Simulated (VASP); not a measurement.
VASP ran on this input.

KPOINTS:
```
Regular mesh
0
G
  8 8 8
0 0 0
```

**INCAR**
```
# general
SYSTEM =CaS
PREC   =Accurate
ENCUT  =500
LREAL  =.False.
LASPH  =.True.

# electronic loop
EDIFF  =1E-6
NELM   =100
ALGO   =Normal

# smearing
ISMEAR =0
SIGMA  =0.05

# functional
GGA    =PE

# ions
IBRION =2
NSW    =40
ISIF   =3
EDIFFG =-0.02
PSTRESS=50

# output
LWAVE  =.False.
LCHARG =.False.
```

**POSCAR**
```
CaS
1.0
  0.0000000000   2.8586017692   2.8586017692
  2.8586017692   0.0000000000   2.8586017692
  2.8586017692   2.8586017692   0.0000000000
Ca S
1 1
Cartesian
  0.0000000000   0.0000000000   0.0000000000
  2.8586017692   2.8586017692   2.8586017692
```

POTCAR, in this order: Ca_sv S (PBE.64 set). Program: vasp_std.

Problem. Write an equivalent input for Quantum ESPRESSO's pw.x.

Solution. One equivalent input (not run):
```
&CONTROL
  calculation = 'vc-relax'
  pseudo_dir = './pseudo'
  outdir = './out'
  tprnfor = .true.
  tstress = .true.
  nstep = 40
  forc_conv_thr = 0.00078
/
&SYSTEM
  ibrav = 0
  nat = 2
  ntyp = 2
  ecutwfc = 68
  occupations = 'smearing'
  smearing = 'gaussian'
  degauss = 0.003675
  input_dft = 'pbe'
/
&ELECTRONS
  conv_thr = 7.3e-08
  electron_maxstep = 100
/
&IONS
/
&CELL
  press = 50
/
ATOMIC_SPECIES
  Ca 40.078 Ca.upf
  S 32.060 S.upf
CELL_PARAMETERS angstrom
     0.0000000    2.8586018    2.8586018
     2.8586018    0.0000000    2.8586018
     2.8586018    2.8586018    0.0000000
ATOMIC_POSITIONS crystal
  Ca   0.0000000  0.0000000  0.0000000
  S    0.5000000  0.5000000  0.5000000
K_POINTS automatic
  8 8 8 0 0 0
```
What does not carry over: the potentials are each code's own (VASP's PAW set, PseudoDojo norm-conserving files in pw.x), so ENCUT and ecutwfc are chosen apart and not converted; conv_thr bounds pw.x's estimated SCF error, while EDIFF bounds the energy change between steps; forc_conv_thr acts on force components and is met together with etot_conv_thr.

The compound is CaS in the rock salt structure. This run relaxes it under an external pressure of 5 GPa. Symmetry was kept, so distortions that lower it aren't found.
